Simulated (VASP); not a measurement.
# Quasiparticle energies of ZnSe (Stilleite) in VASP, part 2 of 3

How does the gap of ZnSe (Stilleite) change from the starting functional to GW? The cell is of the zinc-blende type, one of the forms listed for this formula, which need not be the common one. The start is a cell from a database of measured crystal structures.

VASP 6.6.1, plane waves and PAW; the level of theory is named at each step.

So far, gap on the k-mesh (eV): step 3 (empty bands, k-mesh 4×4×4) 1.27.

## Step 4: G0W0, k-mesh 4×4×4

This step: G0W0 on PBE; plane waves and PAW (Zn_GW, Se_GW) (VASP 6.6.1).

G0W0 keeps orbitals and screening fixed and shifts each of the lowest NBANDSGW levels once.

Input file INCAR:

```
SYSTEM = ZnSe
PREC = Accurate
ENCUT = 350
ISMEAR = 0
SIGMA = 0.01
LREAL = .FALSE.
GGA = PE
NBANDS = 104
ALGO = EVGW0
NELMGW = 1
ENCUTGW = 100
NOMEGA = 48
PRECFOCK = Fast
NBANDSGW = 24
LWAVE = .FALSE.
LCHARG = .FALSE.
```

Input file POSCAR:

```
ZnSe
1.0
    0.0000000000      2.8338000000      2.8338000000
    2.8338000000      0.0000000000      2.8338000000
    2.8338000000      2.8338000000      0.0000000000
Zn Se
1 1
Direct
    0.0000000000      0.0000000000      0.0000000000
    0.2500000000      0.2500000000      0.2500000000
```

Input file KPOINTS:

```
Automatic mesh
0
Gamma
4 4 4
0 0 0
```

Potentials, in the order of the species: Zn_GW and Se_GW (PBE family, release 64).

On the command line:

```console
$ mpirun -np 8 vasp_std
```

Output:

```text
[banner, memory and clock lines left out]
running    8 mpi-ranks, on    1 nodes
 distrk:  each k-point on    8 cores,    1 groups
 distr:  one band on    1 cores,    8 groups

 POSCAR found type information on POSCAR ZnSe
 POSCAR found :  2 types and       2 ions
 [... a notice as in an earlier step ...]

|                                                                             |
|           W    W    AA    RRRRR   N    N  II  N    N   GGGG   !!!           |
|           W    W   A  A   R    R  NN   N  II  NN   N  G    G  !!!           |
|           W    W  A    A  R    R  N N  N  II  N N  N  G       !!!           |
|           W WW W  AAAAAA  RRRRR   N  N N  II  N  N N  G  GGG   !            |
|           WW  WW  A    A  R   R   N   NN  II  N   NN  G    G                |
|           W    W  A    A  R    R  N    N  II  N    N   GGGG   !!!           |
|                                                                             |
|     The default for ENCUTGWSOFT is different in this version of VASP.       |
|     please manually set ENCUTGWSOFT =100 in the INCAR file.                 |
|                                                                             |

 LDA part: xc-table for (Slater+PW92), standard interpolation
 found WAVECAR, reading the header
 POSCAR, INCAR and KPOINTS ok, starting setup
 FFT: planning ... GRIDC
 FFT: planning ... GRID_SOFT
 FFT: planning ... GRID
 reading WAVECAR
 the WAVECAR file was read successfully
 initial charge from wavefunction
 available memory per node:     68.27 GB, setting MAXMEM to     69912

 The Fermi energy was updated, please check that it is located mid-gap
 values below the HOMO (VB) or above the LUMO (CB) will cause erroneous energies
 E-fermi :   3.3088

 calculate exact exchange contribution
 the WAVEDER file was read successfully
energies w=
    0.000    0.000    0.527    0.000    1.051    0.000    1.572    0.000
    2.086    0.000    2.593    0.000    3.091    0.000    3.581    0.000
    4.061    0.000    4.533    0.000    4.996    0.000    5.451    0.000
    5.900    0.000    6.344    0.000    6.784    0.000    7.221    0.000
    7.658    0.000    8.096    0.000    8.537    0.000    8.983    0.000
    9.437    0.000    9.901    0.000   10.377    0.000   10.869    0.000
   11.381    0.000   11.916    0.000   12.479    0.000   13.076    0.000
   13.712    0.000   14.397    0.000   15.139    0.000   15.950    0.000
   16.844    0.000   17.840    0.000   18.961    0.000   20.238    0.000
   21.711    0.000   23.435    0.000   25.486    0.000   27.974    0.000
   31.059    0.000   34.990    0.000   40.171    0.000   47.308    0.000
   57.747    0.000   74.427    0.000  105.206    0.000  180.612    0.000
 responsefunction array rank=     120
 LDA part: xc-table for (Slater+PW92), standard interpolation

 min. memory requirement per mpi rank     81.6 MB, per node    653.1 MB

 allocating   6 responsefunctions rank=   120
 shmem allocating  48 responsefunctions rank=   120
 response function shared by NCSHMEM nodes    1
 Doing            6  frequencies on each core in blocks of           48
NQ=   1    0.0000    0.0000    0.0000,
|.........|.........|.........|.........|.........|.........|.........|.........
 performed        149000 updates of chi_q(r,r)
 total number of BLAS operations         15.26 Gflops
NQ=   2    0.2500    0.0000    0.0000,
|.........|.........|.........|.........|.........|.........|.........|.........
 performed        438000 updates of chi_q(r,r)
 total number of BLAS operations         40.28 Gflops
NQ=   3    0.5000    0.0000    0.0000,
|.........|.........|.........|.........|.........|.........|.........|.........
 performed        687000 updates of chi_q(r,r)
 total number of BLAS operations         63.53 Gflops
NQ=   4    0.2500    0.2500    0.0000,
|.........|.........|.........|.........|.........|.........|.........|.........
 performed        976000 updates of chi_q(r,r)
 total number of BLAS operations         87.13 Gflops
NQ=   5    0.5000    0.2500    0.0000,
|.........|.........|.........|.........|.........|.........|.........|.........
 performed       1374000 updates of chi_q(r,r)
 total number of BLAS operations        121.65 Gflops
NQ=   6   -0.2500    0.2500    0.0000,
|.........|.........|.........|.........|.........|.........|.........|.........
 performed       1733000 updates of chi_q(r,r)
 total number of BLAS operations        148.68 Gflops
NQ=   7    0.5000    0.5000    0.0000,
|.........|.........|.........|.........|.........|.........|.........|.........
 performed       1952000 updates of chi_q(r,r)
 total number of BLAS operations        169.14 Gflops
NQ=   8   -0.2500    0.5000    0.2500,
|.........|.........|.........|.........|.........|.........|.........|.........
 performed       2231000 updates of chi_q(r,r)
 total number of BLAS operations        195.19 Gflops
 resolving degeneracies of screened two electron integrals

 calculate QP shifts <psi_nk| G(iteration)W_0 |psi_nk>: iteration 1
 entering main loop
```

Wall time 8 s (8 MPI ranks of Intel Xeon 6975P-C (Granite Rapids), shared host); peak memory 1.1 GiB.

Parts of OUTCAR (step 4):

```text
The static configuration has the point symmetry T_d .

 Found      8 irreducible k-points:

   k-points           NKPTS =      8   k-points in BZ     NKDIM =     64   number of bands    NBANDS=    104

   NELECT =      18.0000    total number of electrons

 E-fermi :   3.3088

 QP shifts <psi_nk| G(iteration)W_0 |psi_nk>: iteration 1
 for sc-GW calculations column KS-energies equals QP-energies in previous step
 and V_xc(KS)=  KS-energies - (<T + V_ion + V_H > + <T+V_H+V_ion>^1  + <V_x>^1)
 k-point   1 :       0.0000    0.0000    0.0000
  band No.  KS-energies  QP-energies   sigma(KS)   V_xc(KS)     V^pw_x(r,r')   Z            occupation Imag(sigma)
    ...
      6      -3.5254      -5.3593     -23.2185     -20.5031     -31.9448       0.6754       2.0000       0.1980
      7       2.6760       2.0322     -14.4114     -13.5650     -16.6357       0.7606       2.0000       0.0920
      8       2.6760       2.0322     -14.4114     -13.5650     -16.6357       0.7606       2.0000       0.0920
      9       2.6760       2.0322     -14.4114     -13.5650     -16.6357       0.7606       2.0000       0.0920
     10       3.9417       4.4258      -9.7255     -10.3488      -6.0456       0.7766       0.0000      -0.0839
     11       8.4535       8.7579      -9.3537      -9.7527      -5.0288       0.7630       0.0000      -0.1159
     12       8.4535       8.7579      -9.3537      -9.7527      -5.0288       0.7630       0.0000      -0.1159
     13       8.4535       8.7579      -9.3537      -9.7527      -5.0288       0.7630       0.0000      -0.1159
    ...

 k-point   2 :       0.2500    0.0000    0.0000
  band No.  KS-energies  QP-energies   sigma(KS)   V_xc(KS)     V^pw_x(r,r')   Z            occupation Imag(sigma)
    ...
      6      -3.5252      -5.3609     -23.2114     -20.5002     -31.9425       0.6771       2.0000       0.1988
      7      -0.3808      -1.1518     -13.6364     -12.5791     -16.6310       0.7291       2.0000       0.1289
      8       2.1974       1.5223     -14.0321     -13.1400     -16.2762       0.7568       2.0000       0.0953
      9       2.1974       1.5223     -14.0321     -13.1400     -16.2762       0.7568       2.0000       0.0953
     10       5.4013       5.8528      -9.7817     -10.3654      -5.9386       0.7736       0.0000      -0.0902
     11       9.0859       9.3930      -9.4805      -9.8856      -5.0401       0.7583       0.0000      -0.1271
     12       9.0859       9.3930      -9.4805      -9.8856      -5.0401       0.7583       0.0000      -0.1271
     13       9.2265       9.5347      -9.7187     -10.1282      -5.2917       0.7527       0.0000      -0.1331
    ...

 k-point   3 :       0.5000    0.0000    0.0000
  band No.  KS-energies  QP-energies   sigma(KS)   V_xc(KS)     V^pw_x(r,r')   Z            occupation Imag(sigma)
    ...
      6      -3.3644      -5.1593     -23.0792     -20.4304     -31.7506       0.6776       2.0000       0.2097
      7      -2.5635      -3.2895     -11.5830     -10.5490     -14.8080       0.7022       2.0000       0.2292
      8       1.8054       1.1082     -13.7572     -12.8316     -16.0504       0.7532       2.0000       0.0987
      9       1.8054       1.1082     -13.7572     -12.8316     -16.0504       0.7532       2.0000       0.0987
     10       5.1964       5.6165      -9.6329     -10.1737      -5.8273       0.7769       0.0000      -0.0912
     11       9.0343       9.2752      -9.3068      -9.6234      -4.9630       0.7610       0.0000      -0.1249
     12       9.0343       9.2752      -9.3068      -9.6234      -4.9630       0.7610       0.0000      -0.1249
     13      11.2354      11.2933      -8.6376      -8.7157      -3.6933       0.7404       0.0000      -0.2133
    ...

[... 7 parts as in an earlier step ...]

[... 5 further parts left out ...]
```

This step gave:

```
quasiparticle gap on the mesh                 : 2.394 eV
smallest direct quasiparticle gap on the mesh : 2.394 eV
gap of the starting orbitals on the mesh      : 1.266 eV
```

GW takes the gap from 1.266 to 2.394 eV. Spin-orbit coupling is left out. The value holds for 104 bands, ENCUTGW = 100 eV and this mesh, and isn't shown to be converged in them.

## Step 5: Ground state, k-mesh 6×6×6

This step: PBE; plane waves and PAW (Zn_GW, Se_GW) (VASP 6.6.1).

Many-body steps start from the orbitals of a self-consistent run, here PBE. EDIFF is tight for accurate orbitals, and a narrow smearing avoids fractional occupations.

Input file INCAR:

```
SYSTEM = ZnSe
PREC = Accurate
ENCUT = 350
EDIFF = 1E-08
NELM = 100
ISMEAR = 0
SIGMA = 0.01
LREAL = .FALSE.
ALGO = Normal
GGA = PE
NBANDS = 15
LORBIT = 11
LWAVE = .TRUE.
LCHARG = .FALSE.
KPAR = 8
```

POSCAR is that of step 4.

Input file KPOINTS:

```
Automatic mesh
0
Gamma
6 6 6
0 0 0
```

On the command line:

```console
$ mpirun -np 8 vasp_std
```

Output:

```text
[banner, memory and clock lines left out]
running    8 mpi-ranks, on    1 nodes
[...]
[... a notice as in an earlier step ...]

 LDA part: xc-table for (Slater+PW92), standard interpolation
 POSCAR, INCAR and KPOINTS ok, starting setup
[...]
entering main loop
       N       E                     dE             d eps       ncg     rms          rms(c)
DAV:   1     0.107381219155E+03    0.10738E+03   -0.69311E+03   487   0.153E+03
DAV:   2     0.332055039334E+00   -0.10705E+03   -0.10017E+03   544   0.272E+02
DAV:   3    -0.620898846569E+01   -0.65410E+01   -0.64887E+01   737   0.681E+01
DAV:   4    -0.631124588936E+01   -0.10226E+00   -0.10224E+00   561   0.715E+00
[...]
DAV:  12    -0.601700259269E+01   -0.82006E-06   -0.94324E-07   645   0.110E-02    0.896E-04
DAV:  13    -0.601700288364E+01   -0.29095E-06   -0.21015E-07   571   0.302E-03    0.244E-04
DAV:  14    -0.601700288512E+01   -0.14841E-08   -0.92212E-09   493   0.220E-03
   1 F= -.60170029E+01 E0= -.60170029E+01  d E =-.105300E-71
 writing wavefunctions
```

Run time: 1.4 s. Hardware: 8 MPI ranks; peak memory 1.1 GiB; 7.1 s of CPU time.

From OUTCAR (step 5):

```text
  Total        0.5968000      0.5968000      0.5968000      0.0000000      0.0000000      0.0000000
  in kB       21.0088291     21.0088291     21.0088291      0.0000000      0.0000000      0.0000000
  external PRESSURE =      21.0088291 kB  Pullay stress =       0.0000000 kB

 POSITION                                       TOTAL-FORCE (eV/Angst)
 -----------------------------------------------------------------------------------
      0.00000      0.00000      0.00000        -0.000000     -0.000000     -0.000000
      1.41690      1.41690      1.41690         0.000000      0.000000      0.000000
 -----------------------------------------------------------------------------------
    total drift:                               -0.000001     -0.000001      0.000000

  FREE ENERGIE OF THE ION-ELECTRON SYSTEM (eV)
  ---------------------------------------------------
  free  energy   TOTEN  =        -6.0170028851 eV

  energy  without entropy=       -6.0170028851  energy(sigma->0) =       -6.01700289

[... 1 part as in an earlier step ...]

[... 2 further parts left out ...]
[key lines of the parts left out:]
E-fermi :   2.7736
```

The cell has a gap of 1.28 eV on this mesh and a pressure of +2.1 GPa, which holds the misfit of the given cell and coordinates with this functional, and any error of cutoff, mesh and data sets. Spin-orbit coupling is left out, which can shift or reorder these edges.

## Step 6: Empty bands, k-mesh 6×6×6

The empty bands are made again, for the run that follows.

Input file INCAR:

```
SYSTEM = ZnSe
PREC = Accurate
ENCUT = 350
ISMEAR = 0
SIGMA = 0.01
LREAL = .FALSE.
GGA = PE
NBANDS = 104
ALGO = Exact
NELM = 1
LWAVE = .TRUE.
LCHARG = .FALSE.
LOPTICS = .TRUE.
NEDOS = 1000
CSHIFT = 0.1
```

POSCAR is that of step 5.

KPOINTS is that of step 5.

On the command line:

```console
$ mpirun -np 8 vasp_std
```

Output:

```text
[... set-up lines as in an earlier step ...]
 entering main loop
       N       E                     dE             d eps       ncg     rms          rms(c)
DIA:   1    -0.601700289671E+01   -0.60170E+01    0.00000E+00     0   0.000E+00
   1 F= -.60170029E+01 E0= -.60170029E+01  d E =-.610223E-15
 writing wavefunctions
 optical routines
 imaginary and real dielectric function
 recalculating local potential from charge density
 direction            1
 direction            2
 direction            3
```

The job ended after 2.6 s (8 MPI ranks; peak memory 1.1 GiB).

OUTCAR, selected parts (step 6):

```text
  Total        0.5956460      0.5956460      0.5956460     -0.0000000      0.0000000     -0.0000000
  in kB       20.9682048     20.9682048     20.9682048     -0.0000000      0.0000000     -0.0000000
  external PRESSURE =      20.9682048 kB  Pullay stress =       0.0000000 kB

  FREE ENERGIE OF THE ION-ELECTRON SYSTEM (eV)
  ---------------------------------------------------
  free  energy   TOTEN  =        -6.0170028967 eV

  energy  without entropy=       -6.0170028967  energy(sigma->0) =       -6.01700290

[... 2 parts as in an earlier step ...]

[... 2 further parts left out ...]
[key lines of the parts left out:]
E-fermi :   2.6991
```

## Step 7: G0W0, k-mesh 6×6×6

This step: G0W0 on PBE; plane waves and PAW (Zn_GW, Se_GW) (VASP 6.6.1).

The mesh goes to 6×6×6.

Input file INCAR:

```
SYSTEM = ZnSe
PREC = Accurate
ENCUT = 350
ISMEAR = 0
SIGMA = 0.01
LREAL = .FALSE.
GGA = PE
NBANDS = 104
ALGO = EVGW0
NELMGW = 1
ENCUTGW = 100
NOMEGA = 48
PRECFOCK = Fast
NBANDSGW = 24
LWAVE = .FALSE.
LCHARG = .FALSE.
```

POSCAR is that of step 6.

KPOINTS is that of step 6.

On the command line:

```console
$ mpirun -np 8 vasp_std
```

Output:

```text
[banner, memory and clock lines left out]
running    8 mpi-ranks, on    1 nodes
[...]
[... a notice as in an earlier step ...]

 [... a notice as in an earlier step ...]

 LDA part: xc-table for (Slater+PW92), standard interpolation
 found WAVECAR, reading the header
 POSCAR, INCAR and KPOINTS ok, starting setup
[...]
reading WAVECAR
 the WAVECAR file was read successfully
 initial charge from wavefunction
 available memory per node:     68.28 GB, setting MAXMEM to     69919

 The Fermi energy was updated, please check that it is located mid-gap
 values below the HOMO (VB) or above the LUMO (CB) will cause erroneous energies
 E-fermi :   3.2869

 calculate exact exchange contribution
 the WAVEDER file was read successfully
energies w=
    0.000    0.000    0.532    0.000    1.061    0.000    1.586    0.000
    2.105    0.000    2.617    0.000    3.120    0.000    3.614    0.000
    4.099    0.000    4.575    0.000    5.042    0.000    5.502    0.000
[...]
total number of BLAS operations        874.72 Gflops
NQ=  12   -0.3333    0.3333    0.0000,
|.........|.........|.........|.........|.........|.........|.........|.........
 performed      11257000 updates of chi_q(r,r)
 total number of BLAS operations        961.08 Gflops
NQ=  13    0.5000    0.5000    0.0000,
|.........|.........|.........|.........|.........|.........|.........|.........
 performed      11855000 updates of chi_q(r,r)
 total number of BLAS operations       1016.98 Gflops
NQ=  14    0.5000    0.3333    0.1667,
|.........|.........|.........|.........|.........|.........|.........|.........
 performed      13222000 updates of chi_q(r,r)
 total number of BLAS operations       1128.60 Gflops
NQ=  15   -0.3333    0.3333    0.1667,
|.........|.........|.........|.........|.........|.........|.........|.........
 performed      14509000 updates of chi_q(r,r)
 total number of BLAS operations       1240.04 Gflops
NQ=  16   -0.3333    0.5000    0.1667,
|.........|.........|.........|.........|.........|.........|.........|.........
 performed      15572000 updates of chi_q(r,r)
 total number of BLAS operations       1332.04 Gflops
 resolving degeneracies of screened two electron integrals

 calculate QP shifts <psi_nk| G(iteration)W_0 |psi_nk>: iteration 1
 entering main loop
```

Wall time 46 s (8 MPI ranks); peak memory 1.7 GiB; 6 min of CPU time.

OUTCAR, selected parts (step 7):

```text
 QP shifts <psi_nk| G(iteration)W_0 |psi_nk>: iteration 1
 for sc-GW calculations column KS-energies equals QP-energies in previous step
 and V_xc(KS)=  KS-energies - (<T + V_ion + V_H > + <T+V_H+V_ion>^1  + <V_x>^1)
 k-point   1 :       0.0000    0.0000    0.0000
  band No.  KS-energies  QP-energies   sigma(KS)   V_xc(KS)     V^pw_x(r,r')   Z            occupation Imag(sigma)
    ...
      6      -3.5234      -5.4037     -23.2649     -20.5044     -31.9437       0.6812       2.0000       0.1776
      7       2.6485       1.9780     -14.4464     -13.5685     -16.4610       0.7638       2.0000       0.0724
      8       2.6485       1.9780     -14.4464     -13.5685     -16.4610       0.7638       2.0000       0.0724
      9       2.6485       1.9780     -14.4464     -13.5685     -16.4610       0.7638       2.0000       0.0724
     10       3.9253       4.4295      -9.7136     -10.3520      -6.3443       0.7898       0.0000      -0.0617
     11       8.4461       8.7960      -9.3062      -9.7583      -5.0898       0.7740       0.0000      -0.0988
     12       8.4461       8.7960      -9.3062      -9.7583      -5.0898       0.7740       0.0000      -0.0988
     13       8.4461       8.7960      -9.3062      -9.7583      -5.0898       0.7740       0.0000      -0.0988
    ...

[... 1 part as in an earlier step ...]

[... 2 further parts left out ...]
[key lines of the parts left out:]
E-fermi :   3.2869
```

The gap is now 2.452 eV, +58 meV against the GW run before. Spin-orbit coupling is left out.

## Step 8: Ground state, k-mesh 8×8×8

This step: PBE; plane waves and PAW (Zn_GW, Se_GW) (VASP 6.6.1).

Many-body steps start from the orbitals of a self-consistent run, here PBE. A small SIGMA keeps every occupation at zero or full.

Input file INCAR:

```
SYSTEM = ZnSe
PREC = Accurate
ENCUT = 350
EDIFF = 1E-08
NELM = 100
ISMEAR = 0
SIGMA = 0.01
LREAL = .FALSE.
ALGO = Normal
GGA = PE
NBANDS = 15
LORBIT = 11
LWAVE = .TRUE.
LCHARG = .FALSE.
KPAR = 8
```

POSCAR is that of step 7.

Input file KPOINTS:

```
Automatic mesh
0
Gamma
8 8 8
0 0 0
```

On the command line:

```console
$ mpirun -np 8 vasp_std
```

Output:

```text
[... set-up lines as in an earlier step ...]
 entering main loop
       N       E                     dE             d eps       ncg     rms          rms(c)
DAV:   1     0.107358739867E+03    0.10736E+03   -0.72253E+03   898   0.153E+03
DAV:   2     0.240462854784E+00   -0.10712E+03   -0.99960E+02  1003   0.274E+02
DAV:   3    -0.620755549898E+01   -0.64480E+01   -0.63953E+01  1299   0.689E+01
DAV:   4    -0.631410894893E+01   -0.10655E+00   -0.10652E+00  1084   0.726E+00
[...]
DAV:  12    -0.602237004136E+01   -0.79541E-06   -0.91365E-07  1158   0.129E-02    0.909E-04
DAV:  13    -0.602237032988E+01   -0.28852E-06   -0.21891E-07   982   0.318E-03    0.240E-04
DAV:  14    -0.602237033067E+01   -0.78944E-09   -0.93041E-09   954   0.241E-03
   1 F= -.60223703E+01 E0= -.60223703E+01  d E =-.125470E-72
 writing wavefunctions
```

The job ended after 1.8 s (8 MPI ranks; peak memory 1.1 GiB; 9 s of CPU time).

Parts of OUTCAR (step 8):

```text
  Total        0.5940439      0.5940439      0.5940439      0.0000000      0.0000000     -0.0000000
  in kB       20.9118042     20.9118042     20.9118042      0.0000000      0.0000000     -0.0000000
  external PRESSURE =      20.9118042 kB  Pullay stress =       0.0000000 kB

  FREE ENERGIE OF THE ION-ELECTRON SYSTEM (eV)
  ---------------------------------------------------
  free  energy   TOTEN  =        -6.0223703307 eV

  energy  without entropy=       -6.0223703307  energy(sigma->0) =       -6.02237033

[... 2 parts as in an earlier step ...]

[... 2 further parts left out ...]
[key lines of the parts left out:]
E-fermi :   2.7706
```

The cell has a gap of 1.28 eV on this mesh and a pressure of +2.1 GPa, which holds the misfit of the given cell and coordinates with this functional, and any error of cutoff, mesh and data sets. Spin-orbit coupling is left out, which can shift or reorder these edges.

(Continued in part 3 of 3.)

[Lines on the potential files, build, host, timing and source positions are cut from VASP's logs without a mark.]

[Logs are printed without paths, hosts, clocks, repeated set-up lines and the standing remarks that a program may print on its own settings, such as how far it seeks lower states.]

[Hosts, paths, dates, database ids (printed as entryN), source tags and the programs' standing remarks are cut or masked in the printed files.]

[Pressures printed for these runs are not shown converged in the cutoff: they can be off by several GPa and have the wrong sign.]

[In band tables of VASP the shares of atoms and orbitals are scaled to a sum of 1 inside the atoms' spheres.]
